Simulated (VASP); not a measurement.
```
CELL_PARAMETERS angstrom
      1.56601    -2.71241     0.00000
      1.56601     2.71241     0.00000
      0.00000     0.00000     3.48212
ATOMIC_POSITIONS crystal
  Hf 0.00000 0.00000 0.00000
  B  0.33333 0.66667 0.50000
  B  0.66667 0.33333 0.50000
```

All values below come from r2SCAN meta-GGA, VASP's PBE PAW potentials (set 64) (plane waves; VASP). Numerical set-up: 600 eV cut-off, 10×10×8 Γ-centred mesh, first-order Methfessel-Paxton smearing of 0.10 eV, potentials Hf_pv B.

Energy and stress use the plane-wave basis of the starting cell.

Task: The ions, cell shape and volume at an external pressure of 10.0 GPa are relaxed. What does this cell relax into?

Result: 
```
CELL_PARAMETERS angstrom
      1.54881    -2.68262     0.00000
      1.54881     2.68262     0.00000
      0.00000     0.00000     3.43361
ATOMIC_POSITIONS crystal
  Hf 0.00000 0.00000 0.00000
  B  0.33333 0.66667 0.50000
  B  0.66667 0.33333 0.50000
```
Space group P6/mmm (191), at a tolerance of 0.03 Å.

Task: How do energy and volume change from the first to the last step?

Result: The energy (σ→0) changes by +10.7 meV/atom and the volume by -3.5 %, in 5 ionic steps.

The compound is HfB2 in the AlB2 type structure. This run relaxes it under an external pressure of 10 GPa. Symmetry was kept, so distortions that lower it aren't found.
